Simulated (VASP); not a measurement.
Level of theory: PBEsol GGA, VASP's PBE PAW potentials (set 64) (plane waves; VASP).

VASP ran on this input.

File KPOINTS:
```
Automatic mesh
0
Gamma
2 2 2
0 0 0
```

POSCAR:
```
TiAl3
5.0533750
 -0.3775031538   0.3775031538   0.8455665768
  0.3775031538  -0.3775031538   0.8455665768
  0.3775031538   0.3775031538  -0.8455665768
Ti Al
1 3
Cart
  0.0000000000   0.0000000000   0.0000000000
  0.0000000000   0.0000000000   0.8455665768
 -0.0000000000   0.3775031538   0.4227832884
  0.3775031538   0.0000000000   0.4227832884
```

### INCAR
```
SYSTEM = TiAl3
PREC = Accurate; ENCUT = 300; LREAL = .FALSE.
LASPH = .TRUE.
EDIFF = 1E-6; NELM = 100; ALGO = Normal
LMAXMIX = 4
ISMEAR = 1; SIGMA = 0.272
GGA = PS
ISIF = 2
LWAVE = .FALSE.; LCHARG = .FALSE.
```

POTCAR, in this order: Ti_sv Al (PBE.64 set). Program: vasp_std.

What VASP printed:

### OUTCAR
```
 ion  position               nearest neighbor table
   1  0.000  0.000  0.000-   2 2.70   2 2.70   2 2.70   2 2.70   4 2.86   3 2.86   4 2.86   4 2.86
                             3 2.86   3 2.86   4 2.86   3 2.86
   2  0.500  0.500  0.000-   1 2.70   1 2.70   1 2.70   1 2.70   4 2.86   3 2.86   4 2.86   3 2.86
                             4 2.86   4 2.86   3 2.86   3 2.86
   3  0.750  0.250  0.500-   4 2.70   4 2.70   4 2.70   4 2.70   2 2.86   1 2.86   2 2.86   1 2.86
                             2 2.86   2 2.86   1 2.86   1 2.86
   4  0.250  0.750  0.500-   3 2.70   3 2.70   3 2.70   3 2.70   2 2.86   1 2.86   2 2.86   2 2.86
                             1 2.86   1 2.86   2 2.86   1 2.86
  LATTYP: Found a body centered tetragonal cell.
 ALAT       =     3.8153300000
 C/A-ratio  =     2.2398927485
 Subroutine PRICEL returns:
 Original cell was already a primitive cell.
 Subroutine GETGRP returns: Found 16 space group operations
The static configuration has the point symmetry D_4h.
The dynamic configuration has the point symmetry D_4h.
 Subroutine INISYM returns: Found 16 space group operations
 Subroutine IBZKPT returns following result:
 Found      4 irreducible k-points:

 Following reciprocal coordinates:
            Coordinates               Weight
  0.000000  0.000000  0.000000      1.000000
  0.500000  0.000000  0.000000      4.000000
  0.500000  0.500000  0.000000      2.000000
  0.500000  0.500000  0.500000      1.000000
   k-points           NKPTS =      4   k-points in BZ     NKDIM =      4   number of bands    NBANDS=     14
   number of dos      NEDOS =    301   number of ions     NIONS =      4
   total plane-waves  NPLWV =  27000
   dimension x,y,z NGX =    30 NGY =   30 NGZ =   30
   dimension x,y,z NGXF=    60 NGYF=   60 NGZF=   60
   ions per type =               1   3
   PREC   = accura    normal or accurate (medium, high low for compatibility)
   ISTART =      0    job   : 0-new  1-cont  2-samecut
   ICHARG =      2    charge: 1-file 2-atom 10-const
   ISPIN  =      1    spin polarized calculation?
   LNONCOLLINEAR =      F non collinear calculations
   LSORBIT =      F    spin-orbit coupling
   INIWAV =      1    electr: 0-lowe 1-rand  2-diag
   ENCUT  =  300.0 eV  22.05 Ry    4.70 a.u.   7.14  7.14  7.14*2*pi/ulx,y,z
   NELM   =    100;   NELMIN=  2; NELMDL= -5     # of ELM steps
   EDIFF  = 0.1E-05   stopping-criterion for ELM
   LREAL  =      F    real-space projection
   NLSPLINE    = F    spline interpolate recip. space projectors
   LMAXMIX     =    4 max onsite mixed and CHGCAR
   VOSKOWN=      0    Vosko Wilk Nusair interpolation
   EDIFFG = 0.1E-04   stopping-criterion for IOM
   NSW    =      0    number of steps for IOM
   NBLOCK =      1;   KBLOCK =      1    inner block; outer block
   IBRION =     -1    ionic relax: 0-MD 1-quasi-New 2-CG
   NFREE  =      0    steps in history (QN), initial steepest desc. (CG)
   ISIF   =      2    stress and relaxation
   ISYM   =      2    0-nonsym 1-usesym 2-fastsym
   TEIN   =    0.0    initial temperature
   TEBEG  =    0.0;   TEEND  =   0.0 temperature during run
   SMASS  =  -3.00    Nose mass-parameter (am)
   PSTRESS=    0.0 pullay stress
   NELECT =      21.0000    total number of electrons
   EFERMI =   0.00;   METHOD = LEGACY
   ISMEAR =     1;   SIGMA  =   0.27  broadening in eV -4-tet -1-fermi 0-gaus
   IALGO  =     38    algorithm
   LDIAG  =      T    sub-space diagonalisation (order eigenvalues)
   IMIX   =      4    mixing-type and parameters
     AMIX     =   0.40;   BMIX     =  1.00
     AMIX_MAG =   1.60;   BMIX_MAG =  1.00
     AMIN     =   0.10
   GGA     = PS    functional components
   VOSKOWN =     0    Vosko Wilk Nusair interpolation
   LHFCALC =     F    Hartree Fock is set to
   LHFONE  =     F    Hartree Fock one center treatment
   AEXX    =    0.0000 exact exchange contribution
   IVDW    =     0    specifies the selected vdW correction
   LEPSILON=     F    determine dielectric tensor
   LRPA    =     F    only Hartree local field effects (RPA)
...
```

### OSZICAR
```
       N       E                     dE             d eps       ncg     rms          rms(c)
DAV:   1     0.858365601596E+02    0.85837E+02   -0.71714E+03   112   0.973E+02
DAV:   2    -0.178958513475E+02   -0.10373E+03   -0.10184E+03   124   0.276E+02
DAV:   3    -0.231896125726E+02   -0.52938E+01   -0.52839E+01   148   0.624E+01
DAV:   4    -0.233509889577E+02   -0.16138E+00   -0.15511E+00   152   0.107E+01
DAV:   5    -0.233594054510E+02   -0.84165E-02   -0.80304E-02   164   0.190E+00    0.110E+01
DAV:   6    -0.223838615049E+02    0.97554E+00   -0.19544E+01   150   0.368E+01    0.448E+00
DAV:   7    -0.220120587467E+02    0.37180E+00   -0.36701E+00   124   0.157E+01    0.268E+00
DAV:   8    -0.219674041800E+02    0.44655E-01   -0.20273E-01   130   0.427E+00    0.424E-01
DAV:   9    -0.219652679573E+02    0.21362E-02   -0.18413E-02   124   0.130E+00    0.204E-01
DAV:  10    -0.219651884143E+02    0.79543E-04   -0.14687E-03   148   0.418E-01    0.672E-02
DAV:  11    -0.219651421833E+02    0.46231E-04   -0.39325E-04   136   0.164E-01    0.258E-02
DAV:  12    -0.219651418100E+02    0.37328E-06   -0.90427E-06   168   0.301E-02
   1 F= -.21965142E+02 E0= -.21956070E+02  d E =-.272155E-01
```

OUTCAR:
```
------------------------ aborting loop because EDIFF is reached ----------------------------------------
  FORCE on cell =-STRESS in cart. coord.  units (eV):
  Direction    XX          YY          ZZ          XY          YZ          ZX
  --------------------------------------------------------------------------------------
  Total        0.2061735      0.2061735     -0.5709638      0.0000000      0.0000000      0.0000000
  in kB        5.3106769      5.3106769    -14.7070525      0.0000000      0.0000000      0.0000000
  external PRESSURE =      -1.3618996 kB  Pullay stress =       0.0000000 kB
  volume of cell :       62.20
      direct lattice vectors                 reciprocal lattice vectors
    -1.907665000  1.907665000  4.272965000     0.000000000  0.262100526  0.117014766
     1.907665000 -1.907665000  4.272965000     0.262100526  0.000000000  0.117014766
     1.907665000  1.907665000 -4.272965000     0.262100526  0.262100526  0.000000000
 POSITION                                       TOTAL-FORCE (eV/Angst)
 -----------------------------------------------------------------------------------
      0.00000      0.00000      0.00000        -0.000000     -0.000000     -0.000000
      0.00000      0.00000      4.27297        -0.000000     -0.000000     -0.000000
     -0.00000      1.90767      2.13648        -0.000000      0.000000      0.000000
      1.90767     -0.00000      2.13648         0.000000      0.000000     -0.000000
 -----------------------------------------------------------------------------------
    total drift:                               -0.000000      0.000000      0.000000
  FREE ENERGIE OF THE ION-ELECTRON SYSTEM (eV)
  ---------------------------------------------------
  free  energy   TOTEN  =       -21.9651418100 eV

  energy  without entropy=      -21.9379263564  energy(sigma->0) =      -21.95606999
```
(Selected blocks of OUTCAR.)

At this cut-off the stress carries a Pulay error, which pulls relaxed volumes low.

The structure comes from a computed database's TiAl3 entry; how it stands against other phases isn't given here. The cell was not relaxed at this level. The k-mesh is coarse (spacing up to 1.16 per Å, 2π included), so the numbers may not be converged in it. The run is one of a series of settings (KPOINTS 2×2×2 Γ-centred mesh against the base run), some of them coarse on purpose. The electron count is odd and the run is not spin-polarised, which forces a metal.
